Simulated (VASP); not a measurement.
```
CELL_PARAMETERS angstrom
     -2.08487     2.08487     4.92584
      2.08487    -2.08487     4.92584
      2.08487     2.08487    -4.92584
ATOMIC_POSITIONS crystal
  Ca 0.99957 0.99957 0.00000
  Si 0.40912 0.40912 0.00000
  Si 0.25939 0.75939 0.50000
  Si 0.75939 0.25939 0.50000
  Ir 0.64664 0.64664 0.00000
```

Method: PBEsol GGA, VASP's PBE PAW potentials (set 64) (plane waves; VASP 6.6.1). Settings: 400 eV cut-off, 12×12×12 Γ-centred mesh, tetrahedra with Blöchl corrections, potentials Ca_sv Si Ir.

The cores are frozen, which limits the accuracy of field gradients.

Problem. Give the principal components of the electric field gradient (V/Å²) and the asymmetry η at each nucleus.

Solution. 
```csv
atom,Vxx,Vyy,Vzz,η
Ca1,-5.5,-5.5,11.0,0.00
Si2,21.2,21.2,-42.4,0.00
Si3,-29.3,-27.9,57.2,0.02
Si4,-29.3,-27.9,57.2,0.02
Ir5,55.7,55.7,-111.4,0.00
```

The structure comes from a computed database's CaSi3Ir entry (I4mm); how it stands against other phases isn't given here. It was relaxed first.
